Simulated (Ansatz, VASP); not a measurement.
# AlN: VASP beside Ansatz, part 3 of 4

Aim: how closely do two programs agree when they are given the same cell, functional and k mesh? The cell is taken from a series of runs on this material, whose earlier steps may have relaxed, scaled, displaced or heated it; both programs get it as it stands.

VASP 6.6.1 and Ansatz 0.2.0.

So far: The starting structure; Ansatz: zone-centre phonons, LDA, pair 1; VASP: zone-centre phonons, LDA, pair 1.

### Step 3. VASP: zone-centre phonons, LDA, pair 1 (continued)

Level of this step: LDA; plane waves and PAW (N, Al) (VASP).

Numbers of over 12 decimals in the logs are rounded to 6 here.

Parts of OUTCAR (step 3):

```text
ion  position               nearest neighbor table
   1  0.333  0.667  0.381-   4 1.85   4 1.85   4 1.85   3 1.86
   2  0.667  0.333  0.881-   3 1.85   3 1.85   3 1.85   4 1.86
   3  0.333  0.667  0.999-   2 1.85   2 1.85   2 1.85   1 1.86   4 3.00   4 3.00   4 3.00   4 3.00
                             4 3.00   4 3.00
   4  0.667  0.333  0.499-   1 1.85   1 1.85   1 1.85   2 1.86   3 3.00   3 3.00   3 3.00   3 3.00
                             3 3.00   3 3.00

  LATTYP: Found a hexagonal cell.
 ALAT       =     3.0501824983
 C/A-ratio  =     1.5952524686

 Subroutine GETGRP returns: Found 12 space group operations
 (whereof  6 operations were pure point group operations)

The static configuration has the point symmetry C_3v.
 The point group associated with its full space group is C_6v.

 Found     48 irreducible k-points:

   k-points           NKPTS =     48   k-points in BZ     NKDIM =     48   number of bands    NBANDS=     14

   dimension x,y,z NGX =    24 NGY =   24 NGZ =   40
   dimension x,y,z NGXF=    48 NGYF=   48 NGZF=   80

   ENCUT  =  600.0 eV  44.10 Ry    6.64 a.u.   6.09  6.09  9.72*2*pi/ulx,y,z

   NELECT =      16.0000    total number of electrons

 k-points in reciprocal lattice and weights: Automatic mesh
   0.00000000  0.00000000  0.00000000       0.002
   0.11111111  0.00000000  0.00000000       0.012
   0.22222222 -0.00000000  0.00000000       0.012
   0.33333333  0.00000000  0.00000000       0.012
   0.44444444 -0.00000000  0.00000000       0.012
   0.11111111  0.11111111  0.00000000       0.012
   0.22222222  0.11111111  0.00000000       0.025
   0.33333333  0.11111111  0.00000000       0.025
   0.44444444  0.11111111  0.00000000       0.012
[...]
0.33333333  0.22222222  0.50000000       0.025
   0.33333333  0.33333333  0.50000000       0.004

 average (electrostatic) potential at core
       1 -59.1969       2 -59.1969       3 -69.0981       4 -69.0981

 POSITION                                       TOTAL-FORCE (eV/Angst)
 -----------------------------------------------------------------------------------
      0.00000      1.76102      1.85613        -0.000000     -0.000000      0.000401
      1.52509      0.88051      4.28904         0.000000      0.000000      0.000401
      0.00000      1.76102      4.85869         0.000000     -0.000000     -0.000401
      1.52509      0.88051      2.42578         0.000000     -0.000000     -0.000401
 -----------------------------------------------------------------------------------
    total drift:                               -0.000000     -0.000000     -0.000005

 MACROSCOPIC STATIC DIELECTRIC TENSOR (including local field effects in DFT)
 ------------------------------------------------------
           4.326287     0.000000     0.000000
           0.000000     4.326287     0.000000
          -0.000000     0.000000     4.552925
 ------------------------------------------------------

 PIEZOELECTRIC TENSOR (including local field effects)  for field in x, y, z        (C/m^2)
          XX          YY          ZZ          XY          YZ          ZX
  --------------------------------------------------------------------------------
  x    -0.00000    -0.00000     0.00000     0.00000     0.00000     0.32663
  y     0.00000    -0.00000     0.00000     0.00000     0.32663     0.00000
  z     0.23871     0.23871    -0.32884     0.00000     0.00000    -0.00000

 BORN EFFECTIVE CHARGES (including local field effects) (in |e|, cummulative output)
 ---------------------------------------------------------------------------------
 ion    1
    1    -2.50354    -0.00000     0.00000
    2    -0.00000    -2.50354     0.00000
    3     0.00000     0.00000    -2.67258
 ion    2
    1    -2.50354    -0.00000     0.00000
    2    -0.00000    -2.50354     0.00000
    3     0.00000     0.00000    -2.67258
 ion    3
    1     2.50354     0.00000     0.00000
    2     0.00000     2.50354     0.00000
    3     0.00000     0.00000     2.67258
 ion    4
    1     2.50354     0.00000    -0.00000
    2     0.00000     2.50354     0.00000
    3     0.00000     0.00000     2.67258

 Eigenvectors and eigenvalues of the dynamical matrix
 ----------------------------------------------------

   1 f  =   23.048218 THz   144.816226 2PiTHz  768.805808 cm-1    95.319729 meV
             X         Y         Z           dx          dy          dz
      0.000000  1.761024  1.856131    -0.000000   -0.000000    0.704740
      1.525091  0.880512  4.289036    -0.000000   -0.000000   -0.704740
      0.000000  1.761024  4.858689     0.000000    0.000000   -0.057804
      1.525091  0.880512  2.425783     0.000000    0.000000    0.057804

   2 f  =   21.773914 THz   136.809535 2PiTHz  726.299582 cm-1    90.049631 meV
             X         Y         Z           dx          dy          dz
      0.000000  1.761024  1.856131     0.430984    0.378691    0.000000
      1.525091  0.880512  4.289036     0.430984    0.378691   -0.000000
      0.000000  1.761024  4.858689    -0.310501   -0.272827    0.000000
      1.525091  0.880512  2.425783    -0.310501   -0.272827    0.000000

   3 f  =   21.773914 THz   136.809535 2PiTHz  726.299582 cm-1    90.049631 meV
             X         Y         Z           dx          dy          dz
      0.000000  1.761024  1.856131     0.378691   -0.430984   -0.000000
      1.525091  0.880512  4.289036     0.378691   -0.430984   -0.000000
      0.000000  1.761024  4.858689    -0.272827    0.310501    0.000000
      1.525091  0.880512  2.425783    -0.272827    0.310501    0.000000

   4 f  =   21.577042 THz   135.572553 2PiTHz  719.732645 cm-1    89.235435 meV
             X         Y         Z           dx          dy          dz
      0.000000  1.761024  1.856131     0.444604    0.390659    0.000000
      1.525091  0.880512  4.289036    -0.444604   -0.390659   -0.000000
      0.000000  1.761024  4.858689     0.290664    0.255397    0.000000
      1.525091  0.880512  2.425783    -0.290664   -0.255397    0.000000

   5 f  =   21.577042 THz   135.572553 2PiTHz  719.732645 cm-1    89.235435 meV
             X         Y         Z           dx          dy          dz
      0.000000  1.761024  1.856131     0.390659   -0.444604   -0.000000
      1.525091  0.880512  4.289036    -0.390659    0.444604   -0.000000
      0.000000  1.761024  4.858689     0.255397   -0.290664    0.000000
      1.525091  0.880512  2.425783    -0.255397    0.290664    0.000000

   6 f  =   19.822329 THz   124.547366 2PiTHz  661.201722 cm-1    81.978528 meV
             X         Y         Z           dx          dy          dz
      0.000000  1.761024  1.856131    -0.000000    0.000000   -0.573723
      1.525091  0.880512  4.289036     0.000000   -0.000000   -0.573723
      0.000000  1.761024  4.858689     0.000000   -0.000000    0.413331
      1.525091  0.880512  2.425783     0.000000   -0.000000    0.413331

   7 f  =   17.234326 THz   108.286465 2PiTHz  574.875244 cm-1    71.275414 meV
             X         Y         Z           dx          dy          dz
      0.000000  1.761024  1.856131    -0.000000    0.000000    0.057804
      1.525091  0.880512  4.289036     0.000000   -0.000000   -0.057804
      0.000000  1.761024  4.858689     0.000000   -0.000000    0.704740
      1.525091  0.880512  2.425783    -0.000000    0.000000   -0.704740

   8 f  =    7.161682 THz    44.998173 2PiTHz  238.887988 cm-1    29.618322 meV
             X         Y         Z           dx          dy          dz
      0.000000  1.761024  1.856131    -0.290666   -0.255395   -0.000000
      1.525091  0.880512  4.289036     0.290666    0.255395   -0.000000
      0.000000  1.761024  4.858689     0.444606    0.390656   -0.000000
      1.525091  0.880512  2.425783    -0.444606   -0.390656   -0.000000

   9 f  =    7.161682 THz    44.998173 2PiTHz  238.887988 cm-1    29.618322 meV
             X         Y         Z           dx          dy          dz
      0.000000  1.761024  1.856131     0.255395   -0.290666   -0.000000
      1.525091  0.880512  4.289036    -0.255395    0.290666   -0.000000
      0.000000  1.761024  4.858689    -0.390656    0.444606    0.000000
      1.525091  0.880512  2.425783     0.390656   -0.444606   -0.000000

  10 f/i=    0.000977 THz     0.006138 2PiTHz    0.032587 cm-1     0.004040 meV
             X         Y         Z           dx          dy          dz
      0.000000  1.761024  1.856131     0.000000    0.000000   -0.413331
      1.525091  0.880512  4.289036     0.000000    0.000000   -0.413331
      0.000000  1.761024  4.858689     0.000000    0.000000   -0.573723
      1.525091  0.880512  2.425783     0.000000    0.000000   -0.573723

  11 f/i=    0.001230 THz     0.007728 2PiTHz    0.041027 cm-1     0.005087 meV
             X         Y         Z           dx          dy          dz
      0.000000  1.761024  1.856131    -0.294266    0.290264    0.000000
      1.525091  0.880512  4.289036    -0.294266    0.290264    0.000000
      0.000000  1.761024  4.858689    -0.408449    0.402894    0.000000
      1.525091  0.880512  2.425783    -0.408449    0.402894    0.000000

  12 f/i=    0.001230 THz     0.007728 2PiTHz    0.041027 cm-1     0.005087 meV
             X         Y         Z           dx          dy          dz
      0.000000  1.761024  1.856131     0.290264    0.294266    0.000000
      1.525091  0.880512  4.289036     0.290264    0.294266    0.000000
      0.000000  1.761024  4.858689     0.402894    0.408449    0.000000
      1.525091  0.880512  2.425783     0.402894    0.408449    0.000000

 MACROSCOPIC STATIC DIELECTRIC TENSOR IONIC CONTRIBUTION
 ------------------------------------------------------
           3.235606     0.000000     0.000000
           0.000000     3.235606     0.000000
           0.000000     0.000000     4.449113
 ------------------------------------------------------

 ELASTIC MODULI CONTR FROM IONIC RELAXATION (kBar)
 Direction    XX          YY          ZZ          XY          YZ          ZX
 --------------------------------------------------------------------------------
 XX       -1054.8007    473.0525    649.6836     -0.0000      0.0000      0.0000
 YY         473.0525  -1054.8007    649.6836     -0.0000     -0.0000     -0.0000
 ZZ         649.6836    649.6836  -1451.1049      0.0000      0.0000      0.0000
 XY          -0.0000     -0.0000      0.0000   -763.9266      0.0000     -0.0000
 YZ           0.0000     -0.0000      0.0000      0.0000   -200.9849     -0.0000
 ZX           0.0000     -0.0000      0.0000     -0.0000     -0.0000   -212.5466
 --------------------------------------------------------------------------------

 PIEZOELECTRIC TENSOR IONIC CONTR  for field in x, y, z        (C/m^2)
          XX          YY          ZZ          XY          YZ          ZX
  --------------------------------------------------------------------------------
  x     0.00000    -0.00000     0.00000    -0.00000    -0.00000    -0.78033
  y     0.00000    -0.00000     0.00000     0.00000    -0.75881    -0.00000
  z    -1.07044    -1.07044     2.39088    -0.00000    -0.00000    -0.00000
```

### Step 4. Differences

Known differences besides the potentials themselves: fixed occupations in Ansatz, narrow Gaussian smearing in VASP; VASP's response is taken on the typed mesh, Ansatz refines its own for the field response alone; the cutoff is 420 eV in Ansatz and 600 eV in VASP; VASP's log shows a relativistic correction to its local exchange, Ansatz's none. Total energies have different zeros and are not compared.

Compared:

```
                                     quantity  Ansatz   VASP  difference
                                        ε∞ xx    4.33   4.33     +0.11 %
                                        ε∞ yy    4.33   4.33     +0.11 %
                                        ε∞ zz    4.56   4.55     +0.15 %
 Born charge of N1 (mean of the diagonal) (e)   -2.57  -2.56       -0.01
Born charge of Al3 (mean of the diagonal) (e)    2.57   2.56       +0.01
                   optical mode 1 to 2 (cm⁻¹)   239.1  238.9     +0.10 %
                        optical mode 3 (cm⁻¹)   573.3  574.9     -0.28 %
                        optical mode 4 (cm⁻¹)   655.4  661.2     -0.87 %
                   optical mode 5 to 6 (cm⁻¹)   713.2  719.7     -0.90 %
                   optical mode 7 to 8 (cm⁻¹)   720.4  726.3     -0.81 %
                        optical mode 9 (cm⁻¹)   763.6  768.8     -0.68 %
```

Modes are paired by rising frequency, not by their patterns, so a pair may set unlike modes beside each other; they are those without the splitting of longitudinal modes.

### Step 5. VASP: zone-centre phonons, LDA, pair 2

Second derivatives magnify differences that forces hide, and they need a tight electronic threshold. The cell compared in this pair holds 40.02 Å³, against 39.20 Å³ for the pair before.

Contents of INCAR:

```
SYSTEM = AlN
PREC = Accurate
ENCUT = 600
EDIFF = 1E-08
NELM = 120
ISMEAR = 0
SIGMA = 0.01
LREAL = .FALSE.
ALGO = Normal
GGA = PW92
NBANDS = 14
LORBIT = 11
LWAVE = .FALSE.
LCHARG = .FALSE.
ISIF = 2
IBRION = 8
LEPSILON = .TRUE.
LASPH = .TRUE.
GGA_COMPAT = .FALSE.
EFERMI = MIDGAP
KPAR = 2
```

Contents of POSCAR:

```
AlN
1.0
    3.0694281036      0.0000000000      0.0000000000
   -1.5347140518      2.6582027128      0.0000000000
    0.0000000000      0.0000000000      4.9050880989
N Al
2 2
Direct
    0.3333333334      0.6666666668      0.3812063960
    0.6666666668      0.3333333334      0.8812063960
    0.3333333334      0.6666666668      0.9987936040
    0.6666666668      0.3333333334      0.4987936040
```

Contents of KPOINTS:

```
Automatic mesh
0
Gamma
9 9 6
0 0 0
```

Potentials, in the order of the species: N and Al (LDA family, release 64).

On the command line:

```
$ mpirun -np 2 vasp_std
```

What it wrote:

```text
[banner, memory and clock lines left out]
running    2 mpi-ranks, on    1 nodes
[...]
[... a notice as in an earlier step ...]

 LDA part: xc-table for (Slater(with rela. corr.)+PW92), standard interpolation
 POSCAR, INCAR and KPOINTS ok, starting setup
[...]
entering main loop
       N       E                     dE             d eps       ncg     rms          rms(c)
DAV:   1     0.478595658178E+02    0.47860E+02   -0.81812E+03  1344   0.115E+03
DAV:   2    -0.343456515540E+02   -0.82205E+02   -0.75082E+02  1846   0.207E+02
DAV:   3    -0.380915193232E+02   -0.37459E+01   -0.37317E+01  1818   0.459E+01
DAV:   4    -0.381138790366E+02   -0.22360E-01   -0.22356E-01  1524   0.428E+00
[...]
DAV:  12    -0.328487576767E+02    0.64913E-06   -0.23610E-06  1650   0.123E-02    0.546E-03
DAV:  13    -0.328487574869E+02    0.18977E-06   -0.92035E-07  1734   0.734E-03    0.684E-04
DAV:  14    -0.328487574912E+02   -0.42988E-08   -0.20312E-08  1558   0.118E-03
   1 F= -.32848757E+02 E0= -.32848757E+02  d E =0.000000E+00
[...]
RMM:  10    -0.590405257466E-02    0.12683E-08   -0.90769E-09 12418   0.102E-05    0.674E-07
 first order change of Fermi-energy  -0.39829E-05
 force on displaced ion       3 direction 1 : -17.543  -0.000   0.000
 Born effective charge ion    3 direction 1 :   2.507   0.000   0.000
 Linear response progress:
  Degree of freedom:   4/  4
       N       E                     dE             d eps       ncg     rms          rms(c)
RMM:   1    -0.180515868823E-01   -0.18052E-01    0.18020E-02  4836   0.130E+00
RMM:   2    -0.119320101608E-01    0.61196E-02   -0.14622E-03  2801   0.345E-01    0.123E-01
RMM:   3    -0.115936248425E-01    0.33839E-03   -0.77679E-04  2892   0.157E-01    0.529E-02
RMM:   4    -0.115186306284E-01    0.74994E-04   -0.28670E-04  3068   0.400E-02    0.280E-02
[...]
RMM:  10    -0.114633210419E-01    0.20834E-07    0.12684E-07  3287   0.383E-05    0.106E-05
RMM:  11    -0.114633332808E-01   -0.12239E-07    0.52421E-08  3281   0.224E-05    0.130E-06
RMM:  12    -0.114633361215E-01   -0.28407E-08    0.32740E-08  2801   0.150E-05    0.755E-07
 first order change of Fermi-energy  -0.87317E+00
 force on displaced ion       3 direction 3 :  -0.000  -0.000 -22.892
 Born effective charge ion    3 direction 3 :   0.000   0.000   2.672
 Born effective charges drift removed
 Linear response finished
```

Parts of OUTCAR (step 5):

```text
 POSITION                                       TOTAL-FORCE (eV/Angst)
 -----------------------------------------------------------------------------------
      0.00000      1.77214      1.86985         0.000000      0.000000      0.000194
      1.53471      0.88607      4.32240         0.000000     -0.000000      0.000194
      0.00000      1.77214      4.89917        -0.000000      0.000000     -0.000194
      1.53471      0.88607      2.44663         0.000000      0.000000     -0.000194
 -----------------------------------------------------------------------------------
    total drift:                                0.000000     -0.000000      0.000223

 MACROSCOPIC STATIC DIELECTRIC TENSOR (including local field effects in DFT)
 ------------------------------------------------------
           4.359541    -0.000000     0.000000
          -0.000000     4.359541     0.000000
           0.000000     0.000000     4.582732
 ------------------------------------------------------

 MACROSCOPIC STATIC DIELECTRIC TENSOR IONIC CONTRIBUTION
 ------------------------------------------------------
           3.375353     0.000000     0.000000
           0.000000     3.375353    -0.000000
           0.000000    -0.000000     4.602250
 ------------------------------------------------------

[... 1 part as in an earlier step ...]
```

### Step 6. Ansatz: zone-centre phonons, LDA, pair 2

The same cell, functional (in two slightly different forms) and mesh now go to Ansatz, which takes its cutoff from its data sets.

The cell is taken from a series of runs on this material, whose earlier steps may have relaxed, scaled, displaced or heated it; both programs get it as it stands.

Contents of input.yaml:

```yaml
crystal:
  lattice:
    - [3.0694281036, 0.0, 0.0]
    - [-1.5347140518, 2.6582027128, 0.0]
    - [0.0, 0.0, 4.9050880989]
  atoms:
    - { symbol: "N", position: [0.3333333333, 0.6666666667, 0.381206396] }
    - { symbol: "N", position: [0.6666666667, 0.3333333333, 0.881206396] }
    - { symbol: Al, position: [0.3333333333, 0.6666666667, -0.001206396] }
    - { symbol: Al, position: [0.6666666667, 0.3333333333, 0.498793604] }
kpoints:
  mp_grid: { grid: [9, 9, 6] }
hamiltonian:
  xc: lda
  pseudopotentials: { kind: paw, azcp: { folder: soft_1 }, xc_functional: pbe }
scf:
  occupations: { method: fixed }
output:
  eigenvalues: true
phonons:
  method: dfpt
  dielectric: true
  rigid_motions: translations
```

On the command line:

```
$ ansatz run input.yaml --threads 8 --pin off --max-ram 16384MiB --backend cpu --events-out ev --progress --plain --runs-dir out
```

What it wrote:

```text
[...]
Crystal: 4 atoms, lattice volume = 40.021 Å³
Basis set: ecut = 420 eV, 773 PW (Γ), exchange–correlation on 48×48×72 points (8 copies of the dense FFT grid, shifted against one another)
Bands: 12, of which v1, the nominal top of the filled ones, is band 8 counted from 1 (7 counted from 0)
Symmetry: 12 space group operations
k-points: 140 of 486 (irreducible under 2 space group operations, time reversal used)
[...]
optical modes at Γ + LO–TO along q̂ = [1.0000, 0.0000, 0.0000]:
      ω (cm⁻¹)  modes    IR ((D/Å)²/amu)
[...]
optical modes at Γ + LO–TO along q̂ = [0.0000, 1.0000, 0.0000]:
      ω (cm⁻¹)  modes    IR ((D/Å)²/amu)
[...]
optical modes at Γ + LO–TO along q̂ = [0.0000, 0.0000, 1.0000]:
      ω (cm⁻¹)  modes    IR ((D/Å)²/amu)
[...]
689.90      2             0.0000
        699.20      2            63.6329
        746.26      1             0.0000
        909.00      1            36.0980
[key lines of the parts left out:]
SCF converged after 8 iterations
Free energy (F): -1779.701678 eV
Fermi energy:    7.327772 eV
```

### Step 7. Side by side

Both answers:

```
                                     quantity  Ansatz   VASP  difference
                                        ε∞ xx    4.36   4.36     +0.10 %
                                        ε∞ yy    4.36   4.36     +0.10 %
                                        ε∞ zz    4.59   4.58     +0.15 %
 Born charge of N1 (mean of the diagonal) (e)   -2.58  -2.56       -0.01
Born charge of Al3 (mean of the diagonal) (e)    2.58   2.56       +0.01
                   optical mode 1 to 2 (cm⁻¹)   239.3  239.3     +0.02 %
                        optical mode 3 (cm⁻¹)   563.6  565.2     -0.28 %
                        optical mode 4 (cm⁻¹)   638.0  643.4     -0.82 %
                   optical mode 5 to 6 (cm⁻¹)   689.9  696.1     -0.89 %
                   optical mode 7 to 8 (cm⁻¹)   699.2  704.8     -0.79 %
                        optical mode 9 (cm⁻¹)   746.3  751.0     -0.63 %
```

Modes are paired by rising frequency, not by their patterns, so a pair may set unlike modes beside each other; they are those without the splitting of longitudinal modes.

[end of part 3 of 4]

[Lines on the potential files, build, host, timing and source positions are cut from VASP's logs without a mark.]

[Logs are printed without paths, hosts, clocks, repeated set-up lines and the standing remarks that a program may print on its own settings, such as how far it seeks lower states.]

[Hosts, paths, dates, database ids (printed as entryN), source tags and the programs' standing remarks are cut or masked in the printed files.]
